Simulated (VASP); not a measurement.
VASP runs on ZnO (wurtzite) share one base input (PBE GGA, plane waves, VASP's PBE PAW potentials (set 64)) and change the settings named in each case.

KPOINTS:
```
Automatic mesh
0
Gamma
8 8 5
0 0 0
```

### INCAR
```
ENCUT = 520
PREC = Accurate
LWAVE = F
GGA = PE   ! PBE
NELM = 100
LREAL = F
ISMEAR = 0
LMAXMIX = 4   ! l cut-off of mixed one-centre charges
LASPH = T   ! aspherical one-centre terms
EDIFF = 1E-6
LCHARG = F
ISIF = 2   ! forces and stress, cell fixed
ALGO = Normal   ! blocked Davidson
SIGMA = 0.05   ! width (eV)
SYSTEM = ZnO
```

**POSCAR**
```
ZnO
1
    1.6250000000    -2.8145830000     0.0000000000
    1.6250000000     2.8145830000     0.0000000000
    0.0000000000     0.0000000000     5.2100000000
Zn O
2 2
Direct
  0.6666670000   0.3333330000   0.5000000000
  0.3333330000   0.6666670000   0.0000000000
  0.6666670000   0.3333330000   0.8820000000
  0.3333330000   0.6666670000   0.3820000000
```

POTCAR, in this order: Zn O (PBE.64 set). Program: vasp_std.

| change | E(σ→0) (eV/atom) | pressure (GPa) | −TS (eV) | irreducible k-points |
|---|---|---|---|---|
| base run | -4.4562 | 5.81 | 0.0000 | 30 |
| KPOINTS 1×1×1 Γ-centred mesh | -1.7984 | 36.41 | -0.0533 | 1 |
| KPOINTS 2×2×1 Γ-centred mesh | -4.3133 | 4.71 | 0.0000 | 2 |
| KPOINTS 3×3×2 Γ-centred mesh | -4.4253 | 6.02 | 0.0000 | 6 |
| KPOINTS 11×11×7 Γ-centred mesh | -4.4563 | 5.82 | 0.0000 | 64 |
| KPOINTS 12×12×8 Γ-centred mesh | -4.4563 | 5.82 | 0.0000 | 95 |
| KPOINTS 14×14×9 Γ-centred mesh | -4.4563 | 5.82 | 0.0000 | 120 |

Left out are runs that ran out of time, are held back, or changed the cell or the kind of run, fixed moments of cells without a moment, rows past the twelfth, gaps on odd meshes, pressures of charged cells and columns that move by less than the noise.

The compound is ZnO in the wurtzite structure. The cell was not relaxed at this level.
